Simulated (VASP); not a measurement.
All values below come from PBE GGA, VASP's PBE PAW potentials (set 64) (plane waves; VASP).

A VASP calculation is set up with these files.

### INCAR
```
ALGO = Normal
EDIFF = 1E-6
ENCUT = 210
GGA = PE
ISIF = 2
ISMEAR = -1
LASPH = .True.
LCHARG = .False.
LMAXMIX = 6
LREAL = .False.
LWAVE = .False.
NELM = 100
PREC = Accurate
SIGMA = 0.01
SYSTEM = WSe2
```

### KPOINTS
```
Automatic mesh
0
Gamma
8 8 8
0.5 0.5 0.5
```

File POSCAR:
```
WSe2
1
    3.3830090000     0.0000000000     0.0000000000
   -1.6915040000     2.9297720000     0.0000000000
    0.0000000000     0.0000000000    13.9981970000
W Se
2 4
Direct
  0.6666670000   0.3333330000   0.7500000000
  0.3333330000   0.6666670000   0.2500000000
  0.3333330000   0.6666670000   0.8710000000
  0.6666670000   0.3333330000   0.1290000000
  0.6666670000   0.3333330000   0.3710000000
  0.3333330000   0.6666670000   0.6290000000
```

POTCAR, in this order: W_sv Se (PBE.64 set). Program: vasp_std.

Q: What will the output report for the number of irreducible k-points (NKPTS), largest plane-wave count, number of space-group operations, FFT grid (NGX, NGY, NGZ)?

A: 
- number of irreducible k-points (NKPTS): 80
- largest plane-wave count: 974
- number of space-group operations: 24
- FFT grid (NGX, NGY, NGZ): 16 × 16 × 70

The structure comes from a computed database's WSe2 entry; how it stands against other phases isn't given here. The cell was not relaxed at this level. The run is one of a series of settings (ENCUT = 210, KPOINTS 8×8×8 Γ-centred mesh shifted by (0.5, 0.5, 0.5) against the base run), some of them coarse on purpose.
